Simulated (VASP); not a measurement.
Method: LDA (Ceperley-Alder, Perdew-Zunger), VASP's LDA PAW potentials (set 64) (plane waves; VASP 6.6.1).

VASP input:

File POSCAR:
```
BaTi2As2O
14.4400840
  0.2758758883   0.0000000000   0.0000000000
  0.0000000000   0.2758758883   0.0000000000
  0.0000000000   0.0000000000   0.5000000000
Ba Ti As O
1 2 2 1
Direct
  0.5000000000   0.5000000000   0.5000000000
  0.0000000000   0.5000000000   0.0000000000
  0.5000000000   0.0000000000   0.0000000000
  0.0000000000   0.0000000000   0.2430000000
  0.0000000000   0.0000000000   0.7570000000
  0.5000000000   0.5000000000   0.0000000000
```

### KPOINTS
```
kpoints
0
gamma
6 6 3
0 0 0
```

**INCAR**
```
! general
SYSTEM  = BaTi2As2O
PREC    = Accurate
ENCUT   = 400
LREAL   = .FALSE.
LASPH   = .TRUE.

! electronic loop
EDIFF   = 1E-6   ! SCF stop (eV)
NELM    = 100   ! most electronic steps
ALGO    = Normal
LMAXMIX = 4

! smearing
ISMEAR  = -1   ! Fermi-Dirac
SIGMA   = 0.1

! ions
ISIF    = 2   ! forces and stress, cell fixed

! output
LWAVE   = .FALSE.
LCHARG  = .FALSE.
```

POTCAR, in this order: Ba_sv Ti_sv As O (LDA.64 set). Program: vasp_std.

Output

OSZICAR:
```
       N       E                     dE             d eps       ncg     rms          rms(c)
DAV:   1     0.510347856209E+03    0.51035E+03   -0.21140E+04  1216   0.144E+03
DAV:   2     0.166227351732E+02   -0.49373E+03   -0.48228E+03  1308   0.441E+02
DAV:   3    -0.475476978877E+02   -0.64170E+02   -0.62950E+02  1960   0.146E+02
DAV:   4    -0.523583086324E+02   -0.48106E+01   -0.47726E+01  1794   0.339E+01
DAV:   5    -0.526541955113E+02   -0.29589E+00   -0.29564E+00  1698   0.692E+00    0.206E+01
DAV:   6    -0.474912589111E+02    0.51629E+01   -0.59258E+01  1672   0.537E+01    0.102E+01
DAV:   7    -0.463498694099E+02    0.11414E+01   -0.18330E+01  1692   0.280E+01    0.642E+00
DAV:   8    -0.460620331406E+02    0.28784E+00   -0.16412E+00  1600   0.858E+00    0.223E+00
DAV:   9    -0.460653401966E+02   -0.33071E-02   -0.37925E-01  1858   0.328E+00    0.130E+00
DAV:  10    -0.460503645355E+02    0.14976E-01   -0.17257E-01  1700   0.296E+00    0.404E-01
DAV:  11    -0.460497920146E+02    0.57252E-03   -0.82466E-03  1650   0.598E-01    0.111E-01
DAV:  12    -0.460496262300E+02    0.16578E-03   -0.95254E-04  1788   0.183E-01    0.353E-02
DAV:  13    -0.460496282778E+02   -0.20478E-05   -0.25093E-04  1846   0.101E-01    0.194E-02
DAV:  14    -0.460496246889E+02    0.35889E-05   -0.43739E-05  1680   0.427E-02    0.569E-03
DAV:  15    -0.460496248260E+02   -0.13719E-06   -0.13579E-06   970   0.744E-03
   1 F= -.46049625E+02 E0= -.45991881E+02  d E =-.115487E+00
```

OUTCAR:
```
------------------------ aborting loop because EDIFF is reached ----------------------------------------
  FORCE on cell =-STRESS in cart. coord.  units (eV):
  Direction    XX          YY          ZZ          XY          YZ          ZX
  --------------------------------------------------------------------------------------
  Total       -1.2948845     -1.2948845     -1.3475320      0.0000000      0.0000000      0.0000000
  in kB      -18.1065195    -18.1065195    -18.8426952      0.0000000      0.0000000      0.0000000
  external PRESSURE =     -18.3519114 kB  Pullay stress =       0.0000000 kB
  volume of cell :      114.58
      direct lattice vectors                 reciprocal lattice vectors
     3.983671000  0.000000000  0.000000000     0.251024746  0.000000000  0.000000000
     0.000000000  3.983671000  0.000000000     0.000000000  0.251024746  0.000000000
     0.000000000  0.000000000  7.220042000     0.000000000  0.000000000  0.138503349
 POSITION                                       TOTAL-FORCE (eV/Angst)
 -----------------------------------------------------------------------------------
      1.99184      1.99184      3.61002         0.000000     -0.000000      0.000000
      0.00000      1.99184      0.00000         0.000000     -0.000000      0.000000
      1.99184      0.00000      0.00000         0.000000     -0.000000      0.000000
      0.00000      0.00000      1.75447        -0.000000      0.000000      0.002293
      0.00000      0.00000      5.46557         0.000000     -0.000000     -0.002293
      1.99184      1.99184      0.00000         0.000000     -0.000000      0.000000
 -----------------------------------------------------------------------------------
    total drift:                                0.000000      0.000000     -0.000000
  FREE ENERGIE OF THE ION-ELECTRON SYSTEM (eV)
  ---------------------------------------------------
  free  energy   TOTEN  =       -46.0496248260 eV

  energy  without entropy=      -45.9341377167  energy(sigma->0) =      -45.99188127
```
(Selected blocks of OUTCAR.)

**OUTCAR**
```
 val. band max:        6.0857503972   @ k =   0.5000   0.3333   0.3333

 cond. band min:       6.1500074929   @ k =   0.5000   0.0000   0.0000


 Fermi energy:         6.1498201658

 k-point     1 :       0.0000    0.0000    0.0000
  band No.  band energies     occupation
      1     -50.6511      2.00000
      2     -50.5137      2.00000
      3     -27.5536      2.00000
      4     -27.5536      2.00000
      5     -27.4438      2.00000
      6     -27.3147      2.00000
      7     -26.9209      2.00000
      8     -26.9209      2.00000
      9     -21.9222      2.00000
     10     -14.1725      2.00000
     11      -7.5111      2.00000
     12      -6.9034      2.00000
     13      -6.9034      2.00000
     14      -5.3829      2.00000
     15      -3.7947      2.00000
     16       0.7639      2.00000
     17       0.7639      2.00000
     18       0.9888      2.00000
     19       1.0479      2.00000
     20       3.2846      2.00000
     21       3.2846      2.00000
     22       4.3184      2.00000
     23       5.0461      1.99997
     24       5.5617      1.99443
     25       5.5617      1.99443
     26       5.8498      1.90516
     27       6.4651      0.08198
     28       7.1986      0.00006
     29       7.1986      0.00006
     30       7.5667      0.00000

 k-point     2 :       0.1667    0.0000    0.0000
  band No.  band energies     occupation
      1     -50.6417      2.00000
      2     -50.5224      2.00000
      3     -27.5511      2.00000
      4     -27.5320      2.00000
      5     -27.4344      2.00000
      6     -27.3226      2.00000
      7     -26.9521      2.00000
      8     -26.9438      2.00000
      9     -21.9066      2.00000
     10     -14.0245      2.00000
     11      -7.4367      2.00000
     12      -7.2183      2.00000
     13      -6.8803      2.00000
     14      -5.1146      2.00000
     15      -3.8864      2.00000
     16       0.1883      2.00000
     17       0.6491      2.00000
     18       0.7251      2.00000
...
```

At this cut-off the stress carries a Pulay error, which pulls relaxed volumes low. Unless said otherwise, spin-orbit coupling is left out, though it shifts the bands of the heavy elements here.

The structure comes from a computed database's BaTi2As2O entry (P4/mmm); how it stands against other phases isn't given here. The cell was not relaxed at this level, and its volume differs by -5.9 % from the start's.
